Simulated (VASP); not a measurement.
Consider the following.

```
CELL_PARAMETERS angstrom
      3.68036    -1.88000     0.00000
      3.68036     1.88000     0.00000
      2.72002     0.00000     3.11142
ATOMIC_POSITIONS crystal
  As 0.22700 0.22700 0.22700
  As 0.77300 0.77300 0.77300
```

Calculation: PBE GGA, VASP's PBE PAW potentials (set 64) (plane waves; VASP). Run with LASPH = .FALSE., 400 eV cut-off, 11×11×11 Γ-centred mesh, first-order Methfessel-Paxton smearing of 0.10 eV, potentials As.

Give the force on each atom (eV/Å).

```
atom      Fx     Fy      Fz
----  ------  -----  ------
As1    0.285  0.000   0.088
As2   -0.285  0.000  -0.088
```

Give the stress tensor in GPa (positive for a compressed cell).

```
 2.81   0.00  -0.36
 0.00   3.98   0.00
-0.36   0.00   3.87
```
The pressure is its mean diagonal, 3.55 GPa.

The compound is As in the a7 structure. The cell was not relaxed at this level. The run is one of a series of settings (LASPH = .FALSE. against the base run), some of them coarse on purpose.
